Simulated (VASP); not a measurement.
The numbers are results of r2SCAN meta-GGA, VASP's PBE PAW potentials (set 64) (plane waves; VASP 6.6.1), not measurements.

VASP input:

INCAR:
```
# general
SYSTEM  = Rb
PREC    = Accurate
ENCUT   = 400
LREAL   = .FALSE.
LASPH   = .TRUE.

# electronic loop
EDIFF   = 1E-6
NELM    = 100
ALGO    = Normal
LMAXMIX = 4
LMIXTAU = .TRUE.

# smearing
ISMEAR  = 1
SIGMA   = 0.1

# functional
METAGGA = R2SCAN

# ions
IBRION  = 2
NSW     = 60
ISIF    = 3
EDIFFG  = -0.01

# output
LWAVE   = .FALSE.
LCHARG  = .FALSE.
```

KPOINTS:
```
K-points
0
G
 8 8 8
0 0 0
```

File POSCAR:
```
Rb
1
   -2.8737885589     2.8737885589     2.8737885589
    2.8737885589    -2.8737885589     2.8737885589
    2.8737885589     2.8737885589    -2.8737885589
Rb
1
Direct
  0.0000000000   0.0000000000   0.0000000000
```

POTCAR, in this order: Rb_sv (PBE.64 set). Program: vasp_std.

The run wrote:

File OSZICAR:
```
       N       E                     dE             d eps       ncg     rms          rms(c)
DAV:   1     0.296131134369E+02    0.29613E+02   -0.29058E+03   464   0.678E+02
DAV:   2    -0.143746110439E+02   -0.43988E+02   -0.43831E+02   512   0.142E+02
DAV:   3    -0.169494265909E+02   -0.25748E+01   -0.25700E+01   632   0.387E+01
DAV:   4    -0.170100785205E+02   -0.60652E-01   -0.60655E-01   752   0.563E+00
DAV:   5    -0.170121424861E+02   -0.20640E-02   -0.20640E-02   712   0.384E-01    0.952E-01
DAV:   6    -0.145240153486E+02    0.24881E+01   -0.12328E+00   464   0.569E+00    0.771E-01
DAV:   7    -0.136137542561E+02    0.91026E+00   -0.30406E-01   464   0.542E+00    0.603E-01
DAV:   8    -0.140835348521E+02   -0.46978E+00   -0.16034E-01   464   0.462E+00    0.410E-01
DAV:   9    -0.136276500428E+02    0.45588E+00   -0.10167E-01   464   0.354E+00    0.151E-01
DAV:  10    -0.138968743828E+02   -0.26922E+00   -0.31495E-01   496   0.442E+00    0.155E-01
DAV:  11    -0.138972474394E+02   -0.37306E-03   -0.48425E-03   816   0.592E-01    0.149E-01
DAV:  12    -0.139078615682E+02   -0.10614E-01   -0.39554E-04   568   0.224E-01    0.136E-01
DAV:  13    -0.139060496368E+02    0.18119E-02   -0.13809E-04   680   0.142E-01    0.141E-01
DAV:  14    -0.139268732656E+02   -0.20824E-01   -0.93945E-03   480   0.118E+00    0.200E-01
DAV:  15    -0.139312885762E+02   -0.44153E-02   -0.12251E-03   528   0.401E-01    0.189E-01
DAV:  16    -0.139185541171E+02    0.12734E-01   -0.81655E-03   480   0.145E+00    0.109E-01
DAV:  17    -0.139189489091E+02   -0.39479E-03   -0.21515E-04   712   0.136E-01    0.913E-02
DAV:  18    -0.139093518697E+02    0.95970E-02   -0.29048E-02   464   0.186E+00    0.598E-02
DAV:  19    -0.139080220774E+02    0.13298E-02   -0.32671E-04   672   0.175E-01    0.929E-02
DAV:  20    -0.139131416789E+02   -0.51196E-02   -0.20948E-03   464   0.499E-01    0.676E-02
DAV:  21    -0.139128606661E+02    0.28101E-03   -0.41875E-04   520   0.221E-01    0.300E-02
DAV:  22    -0.139130559878E+02   -0.19532E-03   -0.30110E-03   464   0.688E-01    0.202E-02
DAV:  23    -0.139129874854E+02    0.68502E-04   -0.15149E-04   480   0.167E-01    0.174E-02
DAV:  24    -0.139129459886E+02    0.41497E-04   -0.18181E-03   464   0.459E-01    0.118E-02
DAV:  25    -0.139127560983E+02    0.18989E-03   -0.38966E-04   464   0.171E-01    0.117E-02
DAV:  26    -0.139127860821E+02   -0.29984E-04   -0.65391E-05   464   0.800E-02    0.959E-03
DAV:  27    -0.139127567884E+02    0.29294E-04   -0.10086E-04   464   0.116E-01    0.617E-03
DAV:  28    -0.139127689798E+02   -0.12191E-04   -0.24773E-05   464   0.521E-02    0.584E-03
DAV:  29    -0.139127649986E+02    0.39812E-05   -0.30764E-06   480   0.218E-02    0.482E-03
DAV:  30    -0.139127598388E+02    0.51598E-05   -0.28159E-06   464   0.171E-02    0.354E-03
DAV:  31    -0.139127585317E+02    0.13071E-05   -0.78794E-07   528   0.110E-02    0.321E-03
DAV:  32    -0.139127632566E+02   -0.47249E-05   -0.16508E-06   480   0.142E-02    0.341E-03
DAV:  33    -0.139127642301E+02   -0.97350E-06   -0.52671E-07   496   0.115E-02
   1 F= -.13912764E+02 E0= -.13912405E+02  d E =-.139128E+02
```

OUTCAR:
```
------------------------ aborting loop because EDIFF is reached ----------------------------------------
  FORCE on cell =-STRESS in cart. coord.  units (eV):
  Direction    XX          YY          ZZ          XY          YZ          ZX
  --------------------------------------------------------------------------------------
  Total        0.0014153      0.0014153      0.0014153      0.0000000      0.0000000     -0.0000000
  in kB        0.0238860      0.0238860      0.0238860      0.0000000      0.0000000     -0.0000000
  external PRESSURE =       0.0238860 kB  Pullay stress =       0.0000000 kB
  volume of cell :       94.93
      direct lattice vectors                 reciprocal lattice vectors
    -2.873788559  2.873788559  2.873788559     0.000000000  0.173986356  0.173986356
     2.873788559 -2.873788559  2.873788559     0.173986356  0.000000000  0.173986356
     2.873788559  2.873788559 -2.873788559     0.173986356  0.173986356  0.000000000
 POSITION                                       TOTAL-FORCE (eV/Angst)
 -----------------------------------------------------------------------------------
      0.00000      0.00000      0.00000         0.000000     -0.000000      0.000000
 -----------------------------------------------------------------------------------
    total drift:                                0.000000      0.000000     -0.000000
  FREE ENERGIE OF THE ION-ELECTRON SYSTEM (eV)
  ---------------------------------------------------
  free  energy   TOTEN  =       -13.9127642301 eV

  energy  without entropy=      -13.9116876274  energy(sigma->0) =      -13.91240536

 reached required accuracy - stopping structural energy minimisation
```
(Selected blocks of OUTCAR.)

The compound is Rb in the bcc structure. It was relaxed first, which changed the volume by +5 %. The start is the result of an earlier pass.
